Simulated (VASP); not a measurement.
Output of a VASP run:

**OUTCAR**
```
 ion  position               nearest neighbor table
   1  0.750  0.250  0.500-   2 2.85   2 2.85   2 2.85   2 2.85   2 3.59   2 3.59   2 3.59   2 3.59
  LATTYP: Found a body centered tetragonal cell.
 ALAT       =     5.4961178364
 C/A-ratio  =     0.5614278357
 Subroutine PRICEL returns:
 Original cell was already a primitive cell.
 Subroutine GETGRP returns: Found 16 space group operations
The static configuration has the point symmetry D_2d.
 The point group associated with its full space group is D_4h.
The dynamic configuration has the point symmetry D_2d.
 Subroutine INISYM returns: Found 16 space group operations
 Subroutine IBZKPT returns following result:
 Found    163 irreducible k-points:

 Following reciprocal coordinates:
            Coordinates               Weight
  0.000000  0.000000  0.000000      1.000000
  0.083333  0.000000  0.000000      8.000000
  0.166667 -0.000000  0.000000      8.000000
  0.250000  0.000000  0.000000      8.000000
  0.333333 -0.000000  0.000000      8.000000
  0.416667 -0.000000  0.000000      8.000000
  0.500000  0.000000  0.000000      4.000000
  0.083333  0.083333  0.000000      8.000000
  0.166667  0.083333  0.000000     16.000000
  0.250000  0.083333  0.000000     16.000000
  0.333333  0.083333  0.000000     16.000000
  0.416667  0.083333  0.000000     16.000000
  0.500000  0.083333  0.000000     16.000000
 -0.416667  0.083333 -0.000000     16.000000
 -0.333333  0.083333  0.000000     16.000000
 -0.250000  0.083333  0.000000     16.000000
 -0.166667  0.083333 -0.000000     16.000000
 -0.083333  0.083333  0.000000      4.000000
  0.166667  0.166667  0.000000      8.000000
  0.250000  0.166667  0.000000     16.000000
  0.333333  0.166667  0.000000     16.000000
  0.416667  0.166667  0.000000     16.000000
  0.500000  0.166667  0.000000     16.000000
 -0.416667  0.166667 -0.000000     16.000000
 -0.333333  0.166667  0.000000     16.000000
 -0.250000  0.166667  0.000000     16.000000
 -0.166667  0.166667  0.000000      4.000000
  0.250000  0.250000  0.000000      8.000000
  0.333333  0.250000  0.000000     16.000000
  0.416667  0.250000  0.000000     16.000000
  0.500000  0.250000  0.000000     16.000000
 -0.416667  0.250000 -0.000000     16.000000
 -0.333333  0.250000 -0.000000     16.000000
 -0.250000  0.250000  0.000000      4.000000
  0.333333  0.333333  0.000000      8.000000
  0.416667  0.333333  0.000000     16.000000
  0.500000  0.333333  0.000000     16.000000
 -0.416667  0.333333 -0.000000     16.000000
 -0.333333  0.333333  0.000000      4.000000
  0.416667  0.416667  0.000000      8.000000
   k-points           NKPTS =    163   k-points in BZ     NKDIM =    163   number of bands    NBANDS=     16
   number of dos      NEDOS =    301   number of ions     NIONS =      2
   total plane-waves  NPLWV =  21952
   dimension x,y,z NGX =    28 NGY =   28 NGZ =   28
   dimension x,y,z NGXF=    56 NGYF=   56 NGZF=   56
   ions per type =               2
   PREC   = accura    normal or accurate (medium, high low for compatibility)
   ISTART =      0    job   : 0-new  1-cont  2-samecut
   ICHARG =      2    charge: 1-file 2-atom 10-const
   ISPIN  =      1    spin polarized calculation?
   LNONCOLLINEAR =      F non collinear calculations
   LSORBIT =      F    spin-orbit coupling
   INIWAV =      1    electr: 0-lowe 1-rand  2-diag
   ENCUT  =  400.0 eV  29.40 Ry    5.42 a.u.   6.82  6.82  6.82*2*pi/ulx,y,z
   NELM   =    100;   NELMIN=  2; NELMDL= -5     # of ELM steps
   EDIFF  = 0.1E-05   stopping-criterion for ELM
   LREAL  =      F    real-space projection
   NLSPLINE    = F    spline interpolate recip. space projectors
   LMAXMIX     =    4 max onsite mixed and CHGCAR
   VOSKOWN=      0    Vosko Wilk Nusair interpolation
   EDIFFG = -.1E-01   stopping-criterion for IOM
   NSW    =     60    number of steps for IOM
   NBLOCK =      1;   KBLOCK =     60    inner block; outer block
...
```

**OSZICAR**
```
...
DAV:  13    -0.444351522545E+02   -0.10232E-01   -0.35703E-03  7600   0.486E-01    0.880E-02
DAV:  14    -0.444562301584E+02   -0.21078E-01   -0.72059E-03  5440   0.857E-01    0.139E-01
DAV:  15    -0.444566278310E+02   -0.39767E-03   -0.75189E-04  7568   0.271E-01    0.659E-02
DAV:  16    -0.444567698068E+02   -0.14198E-03   -0.56984E-05  6864   0.588E-02    0.463E-02
DAV:  17    -0.444567654550E+02    0.43518E-05   -0.58677E-05  6240   0.662E-02    0.207E-02
DAV:  18    -0.444567689388E+02   -0.34838E-05   -0.11616E-05  6896   0.311E-02    0.635E-03
DAV:  19    -0.444568534590E+02   -0.84520E-04   -0.32358E-05  5968   0.406E-02    0.105E-02
DAV:  20    -0.444568996846E+02   -0.46226E-04   -0.65452E-06  5912   0.200E-02    0.630E-03
DAV:  21    -0.444568845638E+02    0.15121E-04   -0.86435E-07  3528   0.878E-03    0.320E-03
DAV:  22    -0.444569023799E+02   -0.17816E-04   -0.59089E-07  3176   0.679E-03    0.911E-04
DAV:  23    -0.444568969298E+02    0.54501E-05   -0.10725E-07  3056   0.279E-03    0.459E-04
DAV:  24    -0.444568946019E+02    0.23278E-05   -0.57797E-08  2896   0.184E-03    0.616E-04
DAV:  25    -0.444568959051E+02   -0.13031E-05   -0.39407E-08  2960   0.152E-03    0.142E-04
DAV:  26    -0.444568969013E+02   -0.99624E-06   -0.99733E-09  2840   0.643E-04
   1 F= -.44456897E+02 E0= -.44456710E+02  d E =-.444569E+02
       N       E                     dE             d eps       ncg     rms          rms(c)
DAV:   1    -0.444584652036E+02   -0.15693E-02   -0.59764E-02  5840   0.262E+00    0.377E-01
DAV:   2    -0.444570699007E+02    0.13953E-02   -0.55716E-03  5736   0.702E-01    0.127E-01
DAV:   3    -0.444569790795E+02    0.90821E-04   -0.20104E-03  7776   0.339E-01    0.733E-02
DAV:   4    -0.444567819317E+02    0.19715E-03   -0.17060E-04  6688   0.112E-01    0.334E-02
DAV:   5    -0.444570241601E+02   -0.24223E-03   -0.19833E-04  8768   0.126E-01    0.149E-02
DAV:   6    -0.444569115859E+02    0.11257E-03   -0.41914E-05  5768   0.612E-02    0.717E-03
DAV:   7    -0.444569475338E+02   -0.35948E-04   -0.91575E-06  6232   0.217E-02    0.396E-03
DAV:   8    -0.444569243526E+02    0.23181E-04   -0.61335E-07  3248   0.761E-03    0.271E-03
DAV:   9    -0.444569296484E+02   -0.52958E-05   -0.22834E-07  2928   0.501E-03    0.108E-03
DAV:  10    -0.444569256176E+02    0.40308E-05   -0.11821E-07  2840   0.238E-03    0.111E-04
DAV:  11    -0.444569232556E+02    0.23620E-05   -0.55805E-08  2872   0.160E-03    0.412E-04
DAV:  12    -0.444569230867E+02    0.16894E-06   -0.28994E-08  2824   0.970E-04
   2 F= -.44456923E+02 E0= -.44456770E+02  d E =-.261854E-04
       N       E                     dE             d eps       ncg     rms          rms(c)
DAV:   1    -0.444571820591E+02   -0.25880E-03   -0.94361E-03  5832   0.104E+00    0.150E-01
DAV:   2    -0.444569670834E+02    0.21498E-03   -0.87707E-04  5728   0.279E-01    0.502E-02
DAV:   3    -0.444568780262E+02    0.89057E-04   -0.31370E-04  7736   0.134E-01    0.292E-02
DAV:   4    -0.444569654321E+02   -0.87406E-04   -0.27381E-05  6752   0.448E-02    0.133E-02
DAV:   5    -0.444568684967E+02    0.96935E-04   -0.31348E-05  8688   0.502E-02    0.594E-03
DAV:   6    -0.444569414109E+02   -0.72914E-04   -0.66808E-06  5112   0.246E-02    0.285E-03
DAV:   7    -0.444569278804E+02    0.13530E-04   -0.10321E-06  3072   0.897E-03    0.108E-03
DAV:   8    -0.444569369200E+02   -0.90396E-05   -0.18666E-07  2816   0.354E-03    0.826E-04
DAV:   9    -0.444569375097E+02   -0.58967E-06   -0.62877E-08  2792   0.202E-03
   3 F= -.44456938E+02 E0= -.44456771E+02  d E =-.406084E-04
```

File OUTCAR:
```
------------------------ aborting loop because EDIFF is reached ----------------------------------------
  FORCE on cell =-STRESS in cart. coord.  units (eV):
  Direction    XX          YY          ZZ          XY          YZ          ZX
  --------------------------------------------------------------------------------------
  Total       -0.0084558     -0.0084558      0.0078867      0.0000000     -0.0000000      0.0000000
  in kB       -0.2901881     -0.2901881      0.2706577      0.0000000     -0.0000000      0.0000000
  external PRESSURE =      -0.1032395 kB  Pullay stress =       0.0000000 kB
  volume of cell :       46.69
      direct lattice vectors                 reciprocal lattice vectors
    -2.749224883  2.749224883  1.544207933     0.000000000  0.181869444  0.323790591
     2.749224883 -2.749224883  1.544207933     0.181869444  0.000000000  0.323790591
     2.749224883  2.749224883 -1.544207933     0.181869444  0.181869444  0.000000000
 POSITION                                       TOTAL-FORCE (eV/Angst)
 -----------------------------------------------------------------------------------
      0.00000      2.74922      0.77210        -0.000000      0.000000     -0.000000
      0.00000      0.00000     -0.00000         0.000000     -0.000000      0.000000
 -----------------------------------------------------------------------------------
    total drift:                               -0.000000      0.000000      0.000000
  FREE ENERGIE OF THE ION-ELECTRON SYSTEM (eV)
  ---------------------------------------------------
  free  energy   TOTEN  =       -44.4569375097 eV

  energy  without entropy=      -44.4564370165  energy(sigma->0) =      -44.45677068

 reached required accuracy - stopping structural energy minimisation
```
(Selected blocks of OUTCAR.)

POSCAR:
```
Zr
1
   -2.7480589182     2.7480589182     1.5428367707
    2.7480589182    -2.7480589182     1.5428367707
    2.7480589182     2.7480589182    -1.5428367707
Zr
2
Direct
  0.7500000000   0.2500000000   0.5000000000
  0.0000000000   0.0000000000   0.0000000000
```

Task: Reconstruct the remaining input files.

Result: One answer among several that fit: the input of the run itself, r2SCAN meta-GGA, plane waves, VASP's PBE PAW potentials (set 64).

**INCAR**
```
SYSTEM=Zr
PREC=Accurate; ENCUT=400; LREAL=.FALSE.
LASPH=.TRUE.
EDIFF=1E-6; NELM=100; ALGO=Normal
LMAXMIX=4; LMIXTAU=.TRUE.
ISMEAR=1; SIGMA=0.1
METAGGA=R2SCAN
IBRION=2; NSW=60; ISIF=3
EDIFFG=-0.01
LWAVE=.FALSE.; LCHARG=.FALSE.
```

File KPOINTS:
```
Automatic mesh
0
Gamma
12 12 12
0 0 0
```

POTCAR, in this order: Zr_sv (PBE.64 set). Program: vasp_std.

The structure was generated: Zr was put into the beta-Sn type (I4_1/amd), which need not be its known phase. This run relaxes it. Symmetry was kept, so distortions that lower it aren't found. The start is the result of an earlier pass.
